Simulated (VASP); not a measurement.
A run of VASP 6.6.1:

Contents of INCAR:

```
PREC = Accurate ; ENCUT = 520
EDIFF = 1E-7 ; ISMEAR = 0
SIGMA = 0.02 ; LREAL = F
LASPH = T ; NELM = 80
ALGO = Normal ; ISIF = 4
LWAVE = F ; LCHARG = F
IBRION = 2 ; NSW = 80
EDIFFG = -0.002
```

KPOINTS

```
regular mesh
0
Gamma
  12 12 6
```

POSCAR

```
AlN                                     
1.0
    3.1524572511      0.0000000000      0.0000000000
   -1.5762286255      2.7301080618      0.0000000000
    0.0000000000      0.0000000000      5.0454858754
  Al              N             
     2     2
Direct
     0.3333333300000021    0.6666666699999979    0.9990168631311178
     0.6666666699999979    0.3333333300000021    0.4990168631311178
     0.3333333300000021    0.6666666699999979    0.3809831368688847
     0.6666666699999979    0.3333333300000021    0.8809831368688847
```

Potentials or basis: VASP PAW LDA potentials, release 64 (Al, N).

Command:

```console
$ cat potpaw_LDA.64/Al/POTCAR potpaw_LDA.64/N/POTCAR > POTCAR
$ mpirun -np 1 vasp_std > vasp.out
```

Hardware: 1 thread of Intel(R) Xeon(R) Platinum 8488C (Sapphire Rapids), with other jobs on the host.

Estimate the wall time of this run.

Run time: 36 s on 1 thread of Intel(R) Xeon(R) Platinum 8488C (Sapphire Rapids) (shared host), peak memory 0.15 GiB. Counts: scf iterations 33, k points 76, ion steps 5.
